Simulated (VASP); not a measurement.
An input for Quantum ESPRESSO's pw.x (written as the equivalent of a VASP run, and not itself run):

```
&CONTROL
  calculation = 'vc-relax'
  pseudo_dir = './pseudo'
  outdir = './out'
  tprnfor = .true.
  tstress = .true.
  nstep = 40
  forc_conv_thr = 0.00078
/
&SYSTEM
  ibrav = 0
  nat = 4
  ntyp = 2
  ecutwfc = 88
  occupations = 'smearing'
  smearing = 'gaussian'
  degauss = 0.003675
  input_dft = 'pbesol'
/
&ELECTRONS
  conv_thr = 7.3e-08
  electron_maxstep = 100
/
&IONS
/
&CELL
/
ATOMIC_SPECIES
  Be 9.012 Be.upf
  S 32.060 S.upf
CELL_PARAMETERS angstrom
     3.2725547    0.0000000    0.0000000
    -1.6362773    2.8341160    0.0000000
     0.0000000    0.0000000    5.2064972
ATOMIC_POSITIONS crystal
  Be   1.0000000  0.0000000  0.0000000
  Be   1.0000000  0.0000000  0.5000000
  S    0.3333330  0.6666670  0.2500000
  S    0.6666670  0.3333330  0.7500000
K_POINTS automatic
  8 8 4 0 0 0
```

Problem. Translate this input to VASP (INCAR, KPOINTS, POSCAR, choice of POTCAR).

Solution. This is not unique; one that fits is 
File POSCAR:
```
BeS
1
    3.2725546786     0.0000000000     0.0000000000
   -1.6362773393     2.8341159994     0.0000000000
    0.0000000000     0.0000000000     5.2064971631
Be S
2 2
Direct
  1.0000000000   0.0000000000   0.0000000000
  1.0000000000   0.0000000000   0.5000000000
  0.3333330000   0.6666670000   0.2500000000
  0.6666670000   0.3333330000   0.7500000000
```

**KPOINTS**
```
Automatic mesh
0
Gamma
 8 8 4
0 0 0
```

**INCAR**
```
ALGO = Normal
EDIFF = 1E-6
EDIFFG = -0.02
ENCUT = 500
GGA = PS
IBRION = 2
ISIF = 3
ISMEAR = 0
LASPH = .TRUE.
LCHARG = .FALSE.
LREAL = .FALSE.
LWAVE = .FALSE.
NELM = 100
NSW = 40
PREC = Accurate
SIGMA = 0.05
SYSTEM = BeS
```

POTCAR, in this order: Be S (PBE.64 set). Program: vasp_std.

Limits of the translation: the potentials are each code's own (VASP's PAW set, PseudoDojo norm-conserving files in pw.x), so ENCUT and ecutwfc are chosen apart and not converted; conv_thr bounds pw.x's estimated SCF error, while EDIFF bounds the energy change between steps; forc_conv_thr acts on force components and is met together with etot_conv_thr.

The structure was generated: BeS was put into the NiAs type type (P6_3/mmc), which need not be its known phase. It was relaxed first, which changed the volume by +22 %.
